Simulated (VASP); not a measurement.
Here is the system:

```xyz
3
Lattice="1.9630 -3.4000 0.0000 1.9630 3.4000 0.0000 0.0000 0.0000 6.4259" Properties=species:S:1:pos:R:3 pbc="T T T"
Zr     0.0000     0.0000     0.0000
Se     1.9630     1.1333     1.5854
Se     1.9630    -1.1333     4.8406
```

These are vdW-DF2, VASP's PBE PAW potentials (set 64) (plane waves; VASP) values and carry that method's errors. Numerical set-up: 520 eV cut-off, Gaussian smearing of 0.050 eV, potentials Zr_sv Se.

Q: Estimate the band gap (along the path) with the smallest direct gap where there is one.

A: 
```
Quantity                                Value
------------------------------------  -------
band gap (along the path)             0.57 eV
smallest direct gap (along the path)  1.05 eV
```

Only differences to runs with the same potentials and settings are physical.

The compound is ZrSe2 in the 1T layered structure. It was relaxed first, which changed the volume by +13 %.
